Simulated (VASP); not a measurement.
```xyz
3
Lattice="1.8850 -3.2649 0.0000 1.8850 3.2649 0.0000 0.0000 0.0000 6.1400" Properties=species:S:1:pos:R:3 pbc="T T T"
Zr     0.0000     0.0000     0.0000
Se     1.8850     1.0883     1.5657
Se     1.8850    -1.0883     4.5743
```

The numbers are results of LDA (Ceperley-Alder, Perdew-Zunger), VASP's LDA PAW potentials (set 64) (plane waves; VASP 6.6.1), not measurements. Settings: 300 eV cut-off, 7×7×4 Γ-centred mesh, Fermi-Dirac smearing of 0.010 eV, potentials Zr_sv Se.

Give the energies of bands 7 to 15 at the high-symmetry points, in eV from the valence-band maximum.

```csv
band,Γ,M,K,A,L,H
7,-4.88,-4.74,-3.88,-3.64,-4.83,-3.85
8,-2.74,-3.02,-3.69,-2.68,-3.77,-3.85
9,-2.74,-2.81,-3.69,-2.68,-2.75,-3.42
10,-0.05,-2.54,-2.41,-2.30,-2.65,-2.53
11,-0.05,-2.29,-2.41,-0.25,-1.03,-2.08
12,0.00,-1.41,-1.80,-0.25,-1.00,-2.08
13,0.94,0.39,1.63,0.91,0.16,1.70
14,0.94,2.46,2.53,0.91,2.45,2.04
15,1.37,2.83,2.53,1.82,2.81,2.04
```

The gap is indirect, 0.16 eV, from the valence maximum at Γ to the conduction minimum at L.

The structure is a typed ZrSe2 crystal (P-3m1). The cell was not relaxed at this level.
